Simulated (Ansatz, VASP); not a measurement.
# BN in two plane-wave programs, part 2 of 3

One calculation is typed for both programs; each brings its own data sets. How far apart do they land? The cell is taken from a series of runs on this material, whose earlier steps may have relaxed, scaled, displaced or heated it; both programs get it as it stands.

VASP 6.6.1 and Ansatz 0.2.0.

So far: Set-up; VASP: zone-centre phonons, LDA.

## 2. VASP: zone-centre phonons, LDA (continued)

Level of this step: LDA; plane waves and PAW (B, N) (VASP).

From OUTCAR (step 2):

```text
ion  position               nearest neighbor table
   1  0.333  0.667  0.250-   4 1.44   4 1.44   4 1.44
   2  0.667  0.333  0.750-   3 1.44   3 1.44   3 1.44
   3  0.333  0.667  0.750-   2 1.44   2 1.44   2 1.44
   4  0.667  0.333  0.250-   1 1.44   1 1.44   1 1.44

  LATTYP: Found a hexagonal cell.
 ALAT       =     2.4903744929
 C/A-ratio  =     2.5992981453

 Subroutine GETGRP returns: Found 24 space group operations
 (whereof 12 operations were pure point group operations)

The static configuration has the point symmetry D_3d.
 The point group associated with its full space group is D_6h.

 Found     36 irreducible k-points:

   k-points           NKPTS =     36   k-points in BZ     NKDIM =     36   number of bands    NBANDS=     14

   dimension x,y,z NGX =    20 NGY =   20 NGZ =   54
   dimension x,y,z NGXF=    40 NGYF=   40 NGZF=  108

   ENCUT  =  600.0 eV  44.10 Ry    6.64 a.u.   4.97  4.97 12.93*2*pi/ulx,y,z

   NELECT =      16.0000    total number of electrons

 k-points in reciprocal lattice and weights: Automatic mesh
   0.00000000  0.00000000  0.00000000       0.003
   0.11111111  0.00000000  0.00000000       0.019
   0.22222222  0.00000000  0.00000000       0.019
   0.33333333  0.00000000  0.00000000       0.019
   0.44444444  0.00000000  0.00000000       0.019
   0.11111111  0.11111111  0.00000000       0.019
   0.22222222  0.11111111  0.00000000       0.037
   0.33333333  0.11111111  0.00000000       0.037
   0.44444444  0.11111111  0.00000000       0.019
[...]
0.33333333  0.22222222  0.50000000       0.037
   0.33333333  0.33333333  0.50000000       0.006

 average (electrostatic) potential at core
       1 -33.8635       2 -33.8635       3 -64.4517       4 -64.4517

  Total       -0.1239170     -0.1239170     -0.0325821      0.0000000     -0.0000000      0.0000000
  in kB       -5.7103263     -5.7103263     -1.5014441      0.0000000     -0.0000000      0.0000000
  external PRESSURE =      -4.3073656 kB  Pullay stress =       0.0000000 kB

  energy-cutoff  :      600.00
  volume of cell :       34.77
      direct lattice vectors                 reciprocal lattice vectors
     2.490374493  0.000000000  0.000000000     0.401546034  0.231832711 -0.000000000
    -1.245187247  2.156727576  0.000000000     0.000000000  0.463665421  0.000000000
     0.000000000  0.000000000  6.473225801     0.000000000 -0.000000000  0.154482484

 POSITION                                       TOTAL-FORCE (eV/Angst)
 -----------------------------------------------------------------------------------
     -0.00000      1.43782      1.61831         0.000000     -0.000000      0.000000
      1.24519      0.71891      4.85492        -0.000000      0.000000      0.000000
     -0.00000      1.43782      4.85492         0.000000     -0.000000      0.000000
      1.24519      0.71891      1.61831        -0.000000     -0.000000      0.000000
 -----------------------------------------------------------------------------------
    total drift:                               -0.000000      0.000000      0.000000

 MACROSCOPIC STATIC DIELECTRIC TENSOR (including local field effects in DFT)
 ------------------------------------------------------
           4.910412    -0.000000     0.000000
          -0.000000     4.910412     0.000000
          -0.000000    -0.000000     2.872837
 ------------------------------------------------------

 PIEZOELECTRIC TENSOR (including local field effects)  for field in x, y, z        (C/m^2)
          XX          YY          ZZ          XY          YZ          ZX
  --------------------------------------------------------------------------------
  x     0.00000     0.00000     0.00000     0.00000     0.00000     0.00000
  y     0.00000     0.00000     0.00000     0.00000     0.00000     0.00000
  z     0.00000     0.00000     0.00000     0.00000     0.00000     0.00000

 BORN EFFECTIVE CHARGES (including local field effects) (in |e|, cummulative output)
 ---------------------------------------------------------------------------------
 ion    1
    1     2.70557    -0.00000     0.00000
    2    -0.00000     2.70557     0.00000
    3    -0.00000     0.00000     0.81636
 ion    2
    1     2.70557    -0.00000     0.00000
    2    -0.00000     2.70557     0.00000
    3    -0.00000    -0.00000     0.81636
 ion    3
    1    -2.70557     0.00000     0.00000
    2     0.00000    -2.70557     0.00000
    3    -0.00000    -0.00000    -0.81636
 ion    4
    1    -2.70557     0.00000     0.00000
    2     0.00000    -2.70557     0.00000
    3     0.00000     0.00000    -0.81636

 Eigenvectors and eigenvalues of the dynamical matrix
 ----------------------------------------------------

   1 f  =   41.340836 THz   259.752136 2PiTHz 1378.981868 cm-1   170.971884 meV
             X         Y         Z           dx          dy          dz
     -0.000000  1.437818  1.618306    -0.433331    0.306642    0.000000
      1.245187  0.718909  4.854919     0.433331   -0.306642   -0.000000
     -0.000000  1.437818  4.854919    -0.381300    0.269823    0.000000
      1.245187  0.718909  1.618306     0.381300   -0.269823    0.000000

   2 f  =   41.340836 THz   259.752136 2PiTHz 1378.981868 cm-1   170.971884 meV
             X         Y         Z           dx          dy          dz
     -0.000000  1.437818  1.618306     0.306642    0.433331    0.000000
      1.245187  0.718909  4.854919    -0.306642   -0.433331    0.000000
     -0.000000  1.437818  4.854919     0.269823    0.381300   -0.000000
      1.245187  0.718909  1.618306    -0.269823   -0.381300   -0.000000

   3 f  =   41.337992 THz   259.734261 2PiTHz 1378.886974 cm-1   170.960119 meV
             X         Y         Z           dx          dy          dz
     -0.000000  1.437818  1.618306     0.433569   -0.306811   -0.000000
      1.245187  0.718909  4.854919     0.433569   -0.306811    0.000000
     -0.000000  1.437818  4.854919    -0.381030    0.269632   -0.000000
      1.245187  0.718909  1.618306    -0.381030    0.269632    0.000000

   4 f  =   41.337992 THz   259.734261 2PiTHz 1378.886974 cm-1   170.960119 meV
             X         Y         Z           dx          dy          dz
     -0.000000  1.437818  1.618306     0.306811    0.433569   -0.000000
      1.245187  0.718909  4.854919     0.306811    0.433569    0.000000
     -0.000000  1.437818  4.854919    -0.269632   -0.381030   -0.000000
      1.245187  0.718909  1.618306    -0.269632   -0.381030   -0.000000

   5 f  =   24.356106 THz   153.033929 2PiTHz  812.432255 cm-1   100.728716 meV
             X         Y         Z           dx          dy          dz
     -0.000000  1.437818  1.618306    -0.000000   -0.000000   -0.529142
      1.245187  0.718909  4.854919     0.000000    0.000000    0.529142
     -0.000000  1.437818  4.854919     0.000000    0.000000   -0.469051
      1.245187  0.718909  1.618306    -0.000000   -0.000000    0.469051

   6 f  =   22.543914 THz   141.647591 2PiTHz  751.984037 cm-1    93.234096 meV
             X         Y         Z           dx          dy          dz
     -0.000000  1.437818  1.618306     0.000000   -0.000000   -0.531171
      1.245187  0.718909  4.854919    -0.000000    0.000000   -0.531171
     -0.000000  1.437818  4.854919    -0.000000    0.000000    0.466752
      1.245187  0.718909  1.618306     0.000000    0.000000    0.466752

   7 f  =    3.373502 THz    21.196339 2PiTHz  112.527917 cm-1    13.951677 meV
             X         Y         Z           dx          dy          dz
     -0.000000  1.437818  1.618306     0.000000    0.000000    0.469051
      1.245187  0.718909  4.854919    -0.000000   -0.000000   -0.469051
     -0.000000  1.437818  4.854919    -0.000000   -0.000000   -0.529142
      1.245187  0.718909  1.618306     0.000000    0.000000    0.529142

   8 f  =    1.488649 THz     9.353460 2PiTHz   49.655999 cm-1     6.156556 meV
             X         Y         Z           dx          dy          dz
     -0.000000  1.437818  1.618306    -0.381383    0.269706    0.000000
      1.245187  0.718909  4.854919     0.381383   -0.269706    0.000000
     -0.000000  1.437818  4.854919     0.433425   -0.306510    0.000000
      1.245187  0.718909  1.618306    -0.433425    0.306510    0.000000

   9 f  =    1.488649 THz     9.353460 2PiTHz   49.655999 cm-1     6.156556 meV
             X         Y         Z           dx          dy          dz
     -0.000000  1.437818  1.618306     0.269706    0.381383   -0.000000
      1.245187  0.718909  4.854919    -0.269706   -0.381383   -0.000000
     -0.000000  1.437818  4.854919    -0.306510   -0.433425   -0.000000
      1.245187  0.718909  1.618306     0.306510    0.433425   -0.000000

  10 f/i=    0.000044 THz     0.000274 2PiTHz    0.001456 cm-1     0.000180 meV
             X         Y         Z           dx          dy          dz
     -0.000000  1.437818  1.618306    -0.000000   -0.000000    0.466752
      1.245187  0.718909  4.854919    -0.000000   -0.000000    0.466752
     -0.000000  1.437818  4.854919    -0.000000   -0.000000    0.531171
      1.245187  0.718909  1.618306    -0.000000   -0.000000    0.531171

  11 f/i=    0.002223 THz     0.013967 2PiTHz    0.074151 cm-1     0.009194 meV
             X         Y         Z           dx          dy          dz
     -0.000000  1.437818  1.618306    -0.466270   -0.021853   -0.000000
      1.245187  0.718909  4.854919    -0.466270   -0.021853   -0.000000
     -0.000000  1.437818  4.854919    -0.530563   -0.024866   -0.000000
      1.245187  0.718909  1.618306    -0.530563   -0.024866   -0.000000

  12 f/i=    0.002223 THz     0.013967 2PiTHz    0.074151 cm-1     0.009194 meV
             X         Y         Z           dx          dy          dz
     -0.000000  1.437818  1.618306    -0.021853    0.466270    0.000000
      1.245187  0.718909  4.854919    -0.021853    0.466270    0.000000
     -0.000000  1.437818  4.854919    -0.024866    0.530563    0.000000
      1.245187  0.718909  1.618306    -0.024866    0.530563    0.000000

 MACROSCOPIC STATIC DIELECTRIC TENSOR IONIC CONTRIBUTION
 ------------------------------------------------------
           1.786352    -0.000000    -0.000000
          -0.000000     1.786352    -0.000000
          -0.000000    -0.000000     0.546833
 ------------------------------------------------------

 ELASTIC MODULI CONTR FROM IONIC RELAXATION (kBar)
 Direction    XX          YY          ZZ          XY          YZ          ZX
 --------------------------------------------------------------------------------
 XX        -456.4243    456.4243     -0.0000      0.0000      0.0000     -0.0000
 YY         456.4243   -456.4243      0.0000      0.0000     -0.0000      0.0000
 ZZ          -0.0000      0.0000     -0.0000     -0.0000     -0.0000     -0.0000
 XY           0.0000      0.0000     -0.0000   -456.4243      0.0000     -0.0000
 YZ           0.0000     -0.0000     -0.0000      0.0000     -0.0000      0.0000
 ZX          -0.0000      0.0000     -0.0000     -0.0000      0.0000     -0.0000
 --------------------------------------------------------------------------------

 PIEZOELECTRIC TENSOR IONIC CONTR  for field in x, y, z        (C/m^2)
          XX          YY          ZZ          XY          YZ          ZX
  --------------------------------------------------------------------------------
  x    -0.00000     0.00000     0.00000    -0.00000    -0.00000     0.00000
  y     0.00000    -0.00000     0.00000     0.00000    -0.00000     0.00000
  z    -0.00000     0.00000     0.00000     0.00000     0.00000    -0.00000
```

The gap is read on the k-mesh alone, so it is an upper bound where the band edges lie off the mesh. Energies printed during the response cycles are not total energies of the cell.

(Part 2 of 3 ends here.)

[Lines on the potential files, build, host, timing and source positions are cut from VASP's logs without a mark.]

[Logs are printed without paths, hosts, clocks, repeated set-up lines and the standing remarks that a program may print on its own settings, such as how far it seeks lower states.]

[Hosts, paths, dates, database ids (printed as entryN), source tags and the programs' standing remarks are cut or masked in the printed files.]
